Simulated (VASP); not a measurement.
# Be3Te2Se (Imm2) in VASP: notebook

One crystal, Be3Te2Se, is run at these levels: PBE, r2SCAN; tasks: relaxation of cell and atoms, single point.

Everything below comes from runs of VASP 6.6.1. Logs are shortened: lines on timing, memory, paths and dates and some standing lists are left out, and cuts for length are marked.

### Step 1. Starting point

Symmetry: Imm2, No. 44, orthorhombic system. Conventional cell: a = 3.902 Å, b = 11.684 Å, c = 5.494 Å, α = 90.00°, β = 90.00°, γ = 90.00°. Be (site symmetry m) has 1 Se at 2.25 Å and 3 Te at 2.43 to 2.45 Å as nearest neighbours. Be (site symmetry mm2) has 2 Se at 2.31 Å and 2 Te at 2.45 Å as nearest neighbours. Around Te (site symmetry m) lie 4 Be at 2.43 to 2.45 Å. Se (site symmetry mm2) is surrounded by 4 Be at 2.25 to 2.31 Å.

The cell was built by a generator and needn't be a form met in nature.

### Step 2. Relaxation of cell and atoms, PBE

Contents of INCAR:

```
SYSTEM = Be3Te2Se
  ALGO = Normal
  EDIFF = 1E-6
  EDIFFG = -0.01
  ENCUT = 520
  GGA = PE
  IBRION = 2
  ISIF = 3
  ISMEAR = 0
  KPAR = 8
  LASPH = .TRUE.
  LCHARG = .FALSE.
  LREAL = .FALSE.
  LWAVE = .FALSE.
  NELM = 120
  NSW = 90
  PREC = Accurate
  SIGMA = 0.03
```

Contents of KPOINTS:

```
k-points
0
G
  8 8 8
  0 0 0
```

Contents of POSCAR:

```
Be3Te2Se
1.0
   -1.9510000000      5.8420000000      2.7470000000
    1.9510000000     -5.8420000000      2.7470000000
    1.9510000000      5.8420000000     -2.7470000000
Be Te Se
3 2 1
Direct
    0.6060474100      0.7630142000      0.8430332100
    0.9199809900      0.7630142000      0.1569667900
    0.2238806000      0.7238806000      0.5000000000
    0.6651940000      0.0001820200      0.6650119800
    0.3351700300      0.0001820200      0.3349880200
    0.9994539500      0.9994539500      0.0000000000
```

Potentials or basis: VASP PAW PBE potentials, release 64 (Be, Te, Se).

Command:

```bash
> cat potpaw_PBE.64/Be/POTCAR potpaw_PBE.64/Te/POTCAR potpaw_PBE.64/Se/POTCAR > POTCAR
> mpirun -np 8 vasp_std > vasp.out
```

OUTCAR:

```text
SYSTEM = Be3Te2Se
   EDIFF = 1E-6
   EDIFFG = -0.01
   ENCUT = 520
   GGA = PE
   IBRION = 2
   ISIF = 3
   ISMEAR = 0
   LASPH = .TRUE.
   LREAL = .FALSE.
   NELM = 120
   NSW = 90
   PREC = Accurate

 ion  position               nearest neighbor table
   1  0.606  0.763  0.843-   6 2.25   5 2.43   5 2.43   4 2.45
   2  0.920  0.763  0.157-   6 2.25   4 2.43   4 2.43   5 2.45
   3  0.224  0.724  0.500-   6 2.31   6 2.31   4 2.45   5 2.45
   4  0.665  0.000  0.665-   2 2.43   2 2.43   3 2.45   1 2.45
   5  0.335  0.000  0.335-   1 2.43   1 2.43   3 2.45   2 2.45
   6  0.999  0.999  0.000-   1 2.25   2 2.25   3 2.31   3 2.31

  LATTYP: Found a body centered orthorhombic cell.
 ALAT       =     3.9020000000
 B/A-ratio  =     1.4079958995
 C/A-ratio  =     2.9943618657

  Lattice vectors:

 A1 = (   1.9510000000,  -5.8420000000,  -2.7470000000)
 A2 = (  -1.9510000000,  -5.8420000000,   2.7470000000)
 A3 = (  -1.9510000000,   5.8420000000,  -2.7470000000)

Analysis of symmetry for initial positions (statically):
=====================================================================
 Subroutine PRICEL returns:
 Original cell was already a primitive cell.

 Routine SETGRP: Setting up the symmetry group for a
 body centered orthorhombic supercell.

 Subroutine GETGRP returns: Found  4 space group operations
 (whereof  4 operations were pure point group operations)
 out of a pool of  8 trial point group operations.

The static configuration has the point symmetry C_2v.

Analysis of symmetry for dynamics (positions and initial velocities):
=====================================================================
 Subroutine PRICEL returns:
 Original cell was already a primitive cell.

 Routine SETGRP: Setting up the symmetry group for a
 body centered orthorhombic supercell.

 Subroutine GETGRP returns: Found  4 space group operations
 (whereof  4 operations were pure point group operations)
 out of a pool of  8 trial point group operations.

The dynamic configuration has the point symmetry C_2v.

 Subroutine INISYM returns: Found  4 space group operations
 (whereof  4 operations are pure point group operations),
 and found     1 'primitive' translations

----------------------------------------------------------------------------------------

                                     Primitive cell

  volume of cell :     125.2384

  direct lattice vectors                    reciprocal lattice vectors
    -1.951000000  5.842000000  2.747000000     0.000000000  0.085587128  0.182016746
[... 103 lines left out ...]
   TEBEG  =    0.0;   TEEND  =   0.0 temperature during run
   PSTRESS=    0.0 pullay stress
   NELECT =      24.0000    total number of electrons
   NUPDOWN=      -1.0000    fix difference up-down
   EMIN   =  10.00;   EMAX   =-10.00  energy-range for DOS
   EFERMI =   0.00;   METHOD = LEGACY
   ISMEAR =     0;   SIGMA  =   0.03  broadening in eV -4-tet -1-fermi 0-gaus
   EFERMI_NEDOS =   21; number of points for ismear=-14 and -15
   IALGO  =     38    algorithm
   IMIX   =      4    mixing-type and parameters
     AMIX     =   0.40;   BMIX     =  1.00
     AMIX_MAG =   1.60;   BMIX_MAG =  1.00
  volume/ion in A,a.u.               =      20.87       140.86
  Fermi-wavevector in a.u.,A,eV,Ry     =   0.943842  1.783603 12.120590  0.890838
  Thomas-Fermi vector in A             =   2.071589
   LORBIT       =      0    0 simple, 1 ext, 2 COOP (PROOUT), +10 PAW based schemes
   GGA     = PE    functional components
   LHFCALC =     F    Hartree Fock is set to
   AEXX    =    0.0000 exact exchange contribution
   IVDW    =     0    specifies the selected vdW correction
   LEPSILON=     F    determine dielectric tensor
   LRPA    =     F    only Hartree local field effects (RPA)
 conjugate gradient relaxation of ions
 non-spin polarized calculation
 Gauss-broadening in eV      SIGMA  =   0.03
  energy-cutoff  :      520.00
  volume of cell :      125.24
 maximum number of plane-waves:      3397
   NGX = 25   NGY = 25   NGZ = 25

--------------------------------------- Ionic step        1  -------------------------------------------

 number of electron      24.0000000 magnetization

 Free energy of the ion-electron system (eV)
  ---------------------------------------------------
  ext. energy  EPLUGINS =         0.00000000
  ---------------------------------------------------
  free energy    TOTEN  =       -23.96665687 eV

  energy without entropy =      -23.96665687  energy(sigma->0) =      -23.96665687

------------------------ aborting loop because EDIFF is reached ----------------------------------------

  FORCE on cell =-STRESS in cart. coord.  units (eV):
  Direction    XX          YY          ZZ          XY          YZ          ZX
  --------------------------------------------------------------------------------------
  -------------------------------------------------------------------------------------
  Total        0.0083971      0.0427573      0.0958210      0.0000000      0.0000000      0.0000000
  in kB        0.1074246      0.5469957      1.2258395      0.0000000      0.0000000      0.0000000
  external PRESSURE =       0.6267533 kB  Pullay stress =       0.0000000 kB
[... 147 lines left out ...]
--------------------------------------- Ionic step        5  -------------------------------------------

 number of electron      24.0000000 magnetization

 Free energy of the ion-electron system (eV)
  ---------------------------------------------------
  ext. energy  EPLUGINS =         0.00000000
  ---------------------------------------------------
  free energy    TOTEN  =       -23.96698469 eV

  energy without entropy =      -23.96698469  energy(sigma->0) =      -23.96698469

 E-fermi :   4.7594     XC(G=0):  -9.1050

 val. band max:        4.6068564400   @ k =   0.0000   0.0000   0.0000
 cond. band min:       6.5495027642   @ k =   0.5000   0.5000   0.5000
 fundamental gap:      1.9426463242
 Fermi energy:         4.7593509574

 k-point     1 :       0.0000    0.0000    0.0000
  band No.  band energies     occupation
      1      -8.7969      2.00000
      2      -6.8605      2.00000
      3      -5.8100      2.00000
      4      -0.1957      2.00000
      5      -0.1381      2.00000
      6       0.4681      2.00000
[... 433 lines left out ...]
      3      -5.9559      2.00000
      4      -0.8179      2.00000
      5      -0.2485      2.00000
      6      -0.0480      2.00000
[... 8 lines left out ...]
     15       8.9155      0.00000
     16       9.1962      0.00000

 [... further k-points ...]
[... 5 lines left out ...]
  --------------------------------------------------------------------------------------
  -------------------------------------------------------------------------------------
  Total       -0.0176611      0.0025473     -0.0062822      0.0000000      0.0000000      0.0000000
  in kB       -0.2257158      0.0325551     -0.0802892      0.0000000      0.0000000      0.0000000
  external PRESSURE =      -0.0911500 kB  Pullay stress =       0.0000000 kB
[... 21 lines left out ...]
  FREE ENERGIE OF THE ION-ELECTRON SYSTEM (eV)
  ---------------------------------------------------
  free  energy   TOTEN  =       -23.9669846853 eV

  energy  without entropy=      -23.9669846853  energy(sigma->0) =      -23.96698469

 reached required accuracy - stopping structural energy minimisation
```

CONTCAR:

```text
Be3Te2Se
   1.00000000000000
    -1.9497521295807978    5.8442226473927157    2.7504325425236935
     1.9497521295807978   -5.8442226473927157    2.7504325425236935
     1.9497521295807978    5.8442226473927157   -2.7504325425236935
  Be              Te              Se
     3     2     1
Direct
     0.6063068469476387    0.7631307139172042    0.8431761330304344
     0.9199545808867697    0.7631307139172042    0.1568238669695656
     0.2245342130986871    0.7245342130986870    0.5000000000000000
     0.6643755483954511    0.9994818368910323    0.6648937115044187
     0.3345881153866199    0.9994818368910323    0.3351062884955813
     0.9999676752848390    0.9999676752848390    0.0000000000000000

  0.00000000E+00  0.00000000E+00  0.00000000E+00
  0.00000000E+00  0.00000000E+00  0.00000000E+00
  0.00000000E+00  0.00000000E+00  0.00000000E+00
  0.00000000E+00  0.00000000E+00  0.00000000E+00
  0.00000000E+00  0.00000000E+00  0.00000000E+00
  0.00000000E+00  0.00000000E+00  0.00000000E+00
```

Wall time 2.7 min (8 MPI ranks of Intel Xeon Platinum 8559C (Emerald Rapids), shared host); peak memory 0.52 GiB.

Results:

* Free energy: -23.9670 eV
* Relaxed volume: 20.89 Å³/atom
* Relaxed cell: a = 6.747 Å, b = 6.747 Å, c = 6.747 Å, α = 146.41°, β = 59.96°, γ = 131.88°
* Space group after relaxing (to 0.05 Å): Imm2 (No. 44)
* Energy gained by relaxing: 0.1 meV/atom
* Ionic steps: 5
* Pressure after relaxing: 0.0 GPa
* Largest force after relaxing: 0.009 eV/Å
* Band gap on the k mesh: 1.94 eV, indirect (least direct gap 2.09 eV)

Forces on the atoms (eV/Å):
```
Be   0.000  0.007 -0.004
Be   0.000 -0.007 -0.004
Be   0.000  0.000  0.002
Te   0.000  0.005  0.002
Te   0.000 -0.005  0.002
Se   0.000  0.000  0.002
```

Step by step:
| step | energy change (eV) | largest force (eV/Å) | pressure (GPa) | volume (Å³) |
| --- | --- | --- | --- | --- |
| 1 | 0.0000 | 0.0374 | 0.06 | 125.24 |
| 2 | -0.0002 | 0.0183 | -0.01 | 125.39 |
| 3 | -0.0002 | 0.0120 | -0.09 | 125.54 |
| 4 | -0.0003 | 0.0110 | -0.07 | 125.49 |
| 5 | -0.0003 | 0.0085 | -0.01 | 125.36 |

Final structure:
```
Be Te Se
1.0
    -1.94975    5.84422    2.75043
     1.94975   -5.84422    2.75043
     1.94975    5.84422   -2.75043
Be Te Se
3 2 1
Cartesian
  1.9498 4.0112 1.4474
  0.0000 1.8330 4.1979
  1.9498 0.0000 1.2351
  1.9498 1.9274 2.7476
  1.9498 -1.9274 2.7476
  0.0000 0.0000 5.5007
```

Caveat: spin-orbit coupling is left out, which moves the levels of the heavy elements. A k mesh can miss the band edges.

### Step 3. Relaxation of cell and atoms, PBE

INCAR, as its differences from that of step 2:

```diff
@@ -2,4 +2,4 @@
   ALGO = Normal
-  EDIFF = 1E-6
-  EDIFFG = -0.01
+  EDIFF = 1E-7
+  EDIFFG = -0.005
   ENCUT = 520
@@ -15,3 +15,4 @@
   NELM = 120
-  NSW = 90
+  NSW = 60
+  POTIM = 0.3
   PREC = Accurate
```

KPOINTS is that of step 2.

Contents of POSCAR:

```
Be3Te2Se                                
1.0
   -1.9497521296      5.8442226474      2.7504325425
    1.9497521296     -5.8442226474      2.7504325425
    1.9497521296      5.8442226474     -2.7504325425
  Be              Te              Se            
     3     2     1
Direct
     0.6063068469476387    0.7631307139172042    0.8431761330304344
     0.9199545808867697    0.7631307139172042    0.1568238669695656
     0.2245342130986871    0.7245342130986870    0.5000000000000000
     0.6643755483954511    0.9994818368910323    0.6648937115044187
     0.3345881153866199    0.9994818368910323    0.3351062884955813
     0.9999676752848390    0.9999676752848390    0.0000000000000000
```

Potentials or basis: VASP PAW PBE potentials, release 64 (Be, Te, Se).

Command:

```bash
> cat potpaw_PBE.64/Be/POTCAR potpaw_PBE.64/Te/POTCAR potpaw_PBE.64/Se/POTCAR > POTCAR
> mpirun -np 8 vasp_std > vasp.out
```

Run time: 90 s. Hardware: 8 MPI ranks of Intel Xeon Platinum 8559C (Emerald Rapids), shared host; peak memory 0.52 GiB.

The run converged. Its results:

| Quantity | Value |
| --- | --- |
| Free energy | -23.9670 eV |
| Relaxed volume | 20.89 Å³/atom |
| Relaxed cell | a = 6.747 Å, b = 6.747 Å, c = 6.747 Å, α = 146.41°, β = 59.95°, γ = 131.89° |
| Space group after relaxing (to 0.05 Å) | Imm2 (No. 44) |
| Energy gained by relaxing | 0.0 meV/atom |
| Ionic steps | 3 |
| Pressure after relaxing | 0.0 GPa |
| Largest force after relaxing | 0.004 eV/Å |
| Band gap on the k mesh | 1.94 eV, indirect (least direct gap 2.09 eV) |

Forces in eV/Å, atoms in the order of the input:
```
Be   0.000  0.003  0.000
Be   0.000 -0.003  0.000
Be   0.000  0.000  0.004
Te   0.000  0.001 -0.003
Te   0.000 -0.001 -0.003
Se   0.000  0.000  0.001
```

Final structure:
```cif
data_structure
_symmetry_space_group_name_H-M 'P 1'
_symmetry_Int_Tables_number 1
_cell_length_a 6.7472
_cell_length_b 6.7472
_cell_length_c 6.7472
_cell_angle_alpha 146.412
_cell_angle_beta 59.952
_cell_angle_gamma 131.889
_cell_volume 125.35
loop_
_atom_site_label
_atom_site_type_symbol
_atom_site_fract_x
_atom_site_fract_y
_atom_site_fract_z
_atom_site_occupancy
Be1 Be 0.60630 0.76305 0.84325 1
Be2 Be 0.91980 0.76305 0.15675 1
Be3 Be 0.22458 0.72458 0.50000 1
Te1 Te 0.66446 0.99952 0.66494 1
Te2 Te 0.33458 0.99952 0.33506 1
Se1 Se 0.00001 0.00001 0.00000 1
```

Levels at points of the mesh, in eV from the valence-band top:
```tsv
k point	band 10	band 11	band 12	band 13	band 14	band 15
(0.00, 0.00, 0.00)	-0.21	-0.21	0.00	2.73	3.38	3.88
(0.50, 0.00, 0.00)	-1.26	-1.19	-0.90	2.90	3.44	3.65
(0.00, 0.50, 0.00)	-2.30	-1.24	-1.21	3.16	4.45	4.72
(0.50, 0.50, 0.00)	-2.58	-2.27	-1.75	2.02	2.94	3.94
(0.50, 0.50, 0.50)	-1.77	-0.97	-0.15	1.94	2.93	3.90
```

Caveat: spin-orbit coupling is left out, which moves the levels of the heavy elements.

(Part 1 of 2 ends here.)
